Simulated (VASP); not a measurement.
Calculation: PBEsol GGA, VASP's PBE PAW potentials (set 64) (plane waves; VASP 6.6.1).

The input files of a VASP run:

### INCAR
```
LORBIT=11   ! lm-projected
LASPH=.TRUE.
LCHARG=.TRUE.
LMAXMIX=4
NELM=100   ! most electronic steps
LREAL=.FALSE.   ! projection in real space or not
PREC=Accurate
GGA=PS   ! PBEsol
ENCUT=400   ! plane-wave cut-off (eV)
LWAVE=.FALSE.
SYSTEM=ZnCd3S4
ISMEAR=-5   ! tetrahedra, Bloechl
ALGO=Normal   ! blocked Davidson
EDIFF=1E-7   ! SCF stop (eV)
ISIF=2   ! forces and stress, cell fixed
NEDOS=601
```

File POSCAR:
```
ZnCd3S4
1.0
  5.7055714725   0.0000000000   0.0000000000
  0.0000000000   5.7055714725   0.0000000000
  0.0000000000   0.0000000000   5.7055714725
Zn Cd S
1 3 4
Cart
  0.0000000000   0.0000000000   0.0000000000
  0.0000000000   2.8527857362   2.8527857362
  2.8527857362   0.0000000000   2.8527857362
  2.8527857362   2.8527857362   0.0000000000
  4.3561256027   4.3561256027   1.3494458698
  4.3561256027   1.3494458698   4.3561256027
  1.3494458698   1.3494458698   1.3494458698
  1.3494458698   4.3561256027   4.3561256027
```

### KPOINTS
```
Automatic mesh
0
Gamma
5 5 5
0 0 0
```

POTCAR, in this order: Zn Cd S (PBE.64 set). Program: vasp_std.

The resulting files:

OUTCAR:
```
 ion  position               nearest neighbor table
   1  0.000  0.000  0.000-   5 2.34   6 2.34   7 2.34   8 2.34
   2  0.000  0.500  0.500-   5 2.52   6 2.52   7 2.52   8 2.52
   3  0.500  0.000  0.500-   5 2.52   6 2.52   7 2.52   8 2.52
   4  0.500  0.500  0.000-   5 2.52   6 2.52   7 2.52   8 2.52
   5  0.763  0.763  0.237-   1 2.34   2 2.52   3 2.52   4 2.52
   6  0.763  0.237  0.763-   1 2.34   2 2.52   3 2.52   4 2.52
   7  0.237  0.237  0.237-   1 2.34   2 2.52   3 2.52   4 2.52
   8  0.237  0.763  0.763-   1 2.34   2 2.52   3 2.52   4 2.52
  LATTYP: Found a simple cubic cell.
 ALAT       =     5.7055714725
 Subroutine PRICEL returns:
 Original cell was already a primitive cell.
 Subroutine GETGRP returns: Found 24 space group operations
The static configuration has the point symmetry T_d .
The dynamic configuration has the point symmetry T_d .
 Subroutine INISYM returns: Found 24 space group operations
 Subroutine IBZKPT returns following result:
 Found     10 irreducible k-points:

 Following reciprocal coordinates:
            Coordinates               Weight
  0.000000  0.000000  0.000000      1.000000
  0.200000  0.000000  0.000000      6.000000
  0.400000  0.000000  0.000000      6.000000
  0.200000  0.200000  0.000000     12.000000
  0.400000  0.200000  0.000000     24.000000
  0.400000  0.400000  0.000000     12.000000
  0.200000  0.200000  0.200000      8.000000
  0.400000  0.200000  0.200000     24.000000
  0.400000  0.400000  0.200000     24.000000
  0.400000  0.400000  0.400000      8.000000
   k-points           NKPTS =     10   k-points in BZ     NKDIM =     10   number of bands    NBANDS=     43
   number of dos      NEDOS =    601   number of ions     NIONS =      8
   total plane-waves  NPLWV =  64000
   dimension x,y,z NGX =    40 NGY =   40 NGZ =   40
   dimension x,y,z NGXF=    80 NGYF=   80 NGZF=   80
   ions per type =               1   3   4
   PREC   = accura    normal or accurate (medium, high low for compatibility)
   ISTART =      0    job   : 0-new  1-cont  2-samecut
   ICHARG =      2    charge: 1-file 2-atom 10-const
   ISPIN  =      1    spin polarized calculation?
   LNONCOLLINEAR =      F non collinear calculations
   LSORBIT =      F    spin-orbit coupling
   INIWAV =      1    electr: 0-lowe 1-rand  2-diag
   ENCUT  =  400.0 eV  29.40 Ry    5.42 a.u.   9.30  9.30  9.30*2*pi/ulx,y,z
   NELM   =    100;   NELMIN=  2; NELMDL= -5     # of ELM steps
   EDIFF  = 0.1E-06   stopping-criterion for ELM
   LREAL  =      F    real-space projection
   NLSPLINE    = F    spline interpolate recip. space projectors
   LMAXMIX     =    4 max onsite mixed and CHGCAR
   VOSKOWN=      0    Vosko Wilk Nusair interpolation
   EDIFFG = 0.1E-05   stopping-criterion for IOM
   NSW    =      0    number of steps for IOM
   NBLOCK =      1;   KBLOCK =      1    inner block; outer block
   IBRION =     -1    ionic relax: 0-MD 1-quasi-New 2-CG
   NFREE  =      0    steps in history (QN), initial steepest desc. (CG)
   ISIF   =      2    stress and relaxation
   ISYM   =      2    0-nonsym 1-usesym 2-fastsym
   TEIN   =    0.0    initial temperature
   TEBEG  =    0.0;   TEEND  =   0.0 temperature during run
   SMASS  =  -3.00    Nose mass-parameter (am)
   PSTRESS=    0.0 pullay stress
   NELECT =      72.0000    total number of electrons
   EFERMI =   0.00;   METHOD = LEGACY
   ISMEAR =    -5;   SIGMA  =   0.20  broadening in eV -4-tet -1-fermi 0-gaus
   IALGO  =     38    algorithm
   LDIAG  =      T    sub-space diagonalisation (order eigenvalues)
   IMIX   =      4    mixing-type and parameters
     AMIX     =   0.40;   BMIX     =  1.00
     AMIX_MAG =   1.60;   BMIX_MAG =  1.00
     AMIN     =   0.10
   GGA     = PS    functional components
   VOSKOWN =     0    Vosko Wilk Nusair interpolation
   LHFCALC =     F    Hartree Fock is set to
...
```

OSZICAR:
```
       N       E                     dE             d eps       ncg     rms          rms(c)
DAV:   1     0.524056734304E+03    0.52406E+03   -0.29907E+04   860   0.139E+03
DAV:   2     0.215857317717E+02   -0.50247E+03   -0.48651E+03   903   0.372E+02
DAV:   3    -0.283883176602E+02   -0.49974E+02   -0.49587E+02   979   0.117E+02
DAV:   4    -0.298578239206E+02   -0.14695E+01   -0.14650E+01  1000   0.201E+01
DAV:   5    -0.298819755964E+02   -0.24152E-01   -0.24135E-01   999   0.265E+00    0.160E+01
DAV:   6    -0.279409214567E+02    0.19411E+01   -0.43503E+00  1132   0.299E+01    0.121E+01
DAV:   7    -0.279941480390E+02   -0.53227E-01   -0.33454E+00   983   0.959E+00    0.568E+00
DAV:   8    -0.279518054735E+02    0.42343E-01   -0.61425E-01   974   0.683E+00    0.110E+00
DAV:   9    -0.279427782752E+02    0.90272E-02   -0.52896E-02   927   0.248E+00    0.286E-01
DAV:  10    -0.279431230260E+02   -0.34475E-03   -0.10990E-02   966   0.703E-01    0.166E-01
DAV:  11    -0.279430923785E+02    0.30647E-04   -0.15536E-03   943   0.346E-01    0.105E-01
DAV:  12    -0.279431907342E+02   -0.98356E-04   -0.21997E-04   934   0.792E-02    0.633E-02
DAV:  13    -0.279431912085E+02   -0.47427E-06   -0.35366E-05  1034   0.606E-02    0.221E-02
DAV:  14    -0.279431934347E+02   -0.22262E-05   -0.72252E-06  1007   0.173E-02    0.120E-02
DAV:  15    -0.279431914400E+02    0.19947E-05   -0.97629E-06  1052   0.270E-02    0.168E-03
DAV:  16    -0.279431915807E+02   -0.14067E-06   -0.11651E-06   938   0.556E-03    0.214E-03
DAV:  17    -0.279431915469E+02    0.33764E-07   -0.15486E-08   487   0.106E-03
   1 F= -.27943192E+02 E0= -.27943192E+02  d E =0.000000E+00
```

File OUTCAR:
```
------------------------ aborting loop because EDIFF is reached ----------------------------------------
  FORCE on cell =-STRESS in cart. coord.  units (eV):
  Direction    XX          YY          ZZ          XY          YZ          ZX
  --------------------------------------------------------------------------------------
  Total       -0.0536570     -0.0536570     -0.0536570      0.0000000     -0.0000000      0.0000000
  in kB       -0.4628492     -0.4628492     -0.4628492      0.0000000     -0.0000000      0.0000000
  external PRESSURE =      -0.4628492 kB  Pullay stress =       0.0000000 kB
  volume of cell :      185.74
      direct lattice vectors                 reciprocal lattice vectors
     5.705571472  0.000000000  0.000000000     0.175267281  0.000000000  0.000000000
     0.000000000  5.705571472  0.000000000     0.000000000  0.175267281  0.000000000
     0.000000000  0.000000000  5.705571472     0.000000000  0.000000000  0.175267281
 POSITION                                       TOTAL-FORCE (eV/Angst)
 -----------------------------------------------------------------------------------
      0.00000      0.00000      0.00000         0.000000      0.000000      0.000000
      0.00000      2.85279      2.85279         0.000000     -0.000000     -0.000000
      2.85279      0.00000      2.85279         0.000000      0.000000     -0.000000
      2.85279      2.85279      0.00000         0.000000     -0.000000     -0.000000
      4.35613      4.35613      1.34945        -0.004192     -0.004192      0.004192
      4.35613      1.34945      4.35613        -0.004192      0.004192     -0.004192
      1.34945      1.34945      1.34945         0.004192      0.004192      0.004192
      1.34945      4.35613      4.35613         0.004192     -0.004192     -0.004192
 -----------------------------------------------------------------------------------
    total drift:                               -0.000000     -0.000000     -0.000000
  FREE ENERGIE OF THE ION-ELECTRON SYSTEM (eV)
  ---------------------------------------------------
  free  energy   TOTEN  =       -27.9431915469 eV

  energy  without entropy=      -27.9431915469  energy(sigma->0) =      -27.94319155

 total charge

# of ion       s       p       d       tot
------------------------------------------
    1        0.522   0.475   9.800  10.797
    2        0.436   0.340   9.555  10.330
    3        0.436   0.340   9.555  10.330
    4        0.436   0.340   9.555  10.330
    5        1.316   2.385   0.000   3.701
    6        1.316   2.385   0.000   3.701
    7        1.316   2.385   0.000   3.701
    8        1.316   2.385   0.000   3.701
--------------------------------------------------
tot          7.093  11.034  38.466  56.593
```
(Selected blocks of OUTCAR.)

**OUTCAR**
```
 val. band max:        1.4805250861   @ k =   0.0000   0.0000   0.0000

 cond. band min:       2.6901583193   @ k =   0.0000   0.0000   0.0000


 Fermi energy:         1.4917519135

 k-point     1 :       0.0000    0.0000    0.0000
  band No.  band energies     occupation
      1     -11.1444      2.00000
      2     -10.3699      2.00000
      3     -10.3699      2.00000
      4     -10.3699      2.00000
      5      -6.2056      2.00000
      6      -6.2056      2.00000
      7      -6.2056      2.00000
      8      -6.0919      2.00000
      9      -6.0039      2.00000
     10      -6.0039      2.00000
     11      -5.8929      2.00000
     12      -5.8929      2.00000
     13      -5.8929      2.00000
     14      -5.7673      2.00000
     15      -5.7673      2.00000
     16      -5.6784      2.00000
     17      -5.6077      2.00000
     18      -5.6077      2.00000
     19      -5.6077      2.00000
     20      -4.4167      2.00000
     21      -4.4167      2.00000
     22      -4.3967      2.00000
     23      -4.3967      2.00000
     24      -4.3967      2.00000
     25      -3.2000      2.00000
     26      -2.4894      2.00000
     27      -2.4894      2.00000
     28      -0.6054      2.00000
     29      -0.6054      2.00000
     30      -0.6054      2.00000
     31      -0.4470      2.00000
     32      -0.4470      2.00000
     33      -0.4470      2.00000
     34       1.4805      2.00000
     35       1.4805      2.00000
     36       1.4805      2.00000
     37       2.6902      0.00000
     38       4.8671      0.00000
     39       4.8671      0.00000
     40       4.8671      0.00000
     41       5.5264      0.00000
     42       5.5264      0.00000
     43       6.0067      0.00000

 k-point     2 :       0.2000    0.0000    0.0000
  band No.  band energies     occupation
      1     -11.0776      2.00000
      2     -10.4410      2.00000
      3     -10.3706      2.00000
      4     -10.3706      2.00000
      5      -6.2151      2.00000
...
```

The structure comes from a computed database's ZnCd3S4 entry (P-43m); how it stands against other phases isn't given here. It was relaxed first.
